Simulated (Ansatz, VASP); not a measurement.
**PIr in VASP and in Ansatz**

```xyz
2
Lattice="0.0000 2.6258 2.6258 2.6258 0.0000 2.6258 2.6258 2.6258 0.0000" Properties=species:S:1:pos:R:3 pbc="T T T"
Ir    0.0000    0.0000    0.0000
P     1.3129    1.3129    1.3129
```

The cell comes from a database or a generator and needn't be the stable form of this composition.

Alike in both runs: task single point; functional PBE; dispersion D3(BJ); k mesh 12 × 12 × 12; occupations gaussian, width 0.05 eV; no spin polarisation.

```csv
,VASP,Ansatz
version,VASP 6.6.1,Ansatz 0.2.0
potentials or method,"VASP PAW PBE potentials, release 64 (Ir, P)","scalar-relativistic, plane waves, PAW"
plane-wave cutoff (eV),520,420
valence electrons in the cell,14,22
```

|  | VASP | Ansatz | Ansatz less VASP |
| --- | --- | --- | --- |
| gap on the k mesh at the Fermi level (eV) | none | none | - |
| pressure (GPa) | -4.1 | -4.6 | -0.46 |
| dispersion energy (meV/atom) | -479.7 | -479.8 | -0.12 |

A gap of «none» marks a metal or a gap that the smearing closes. The two sets of potentials don't hold the same shells in valence.

Caveats: pairwise dispersion overbinds metals, which lowers pressure and volume. Spin-orbit coupling is left out, which matters for the levels of Ir.
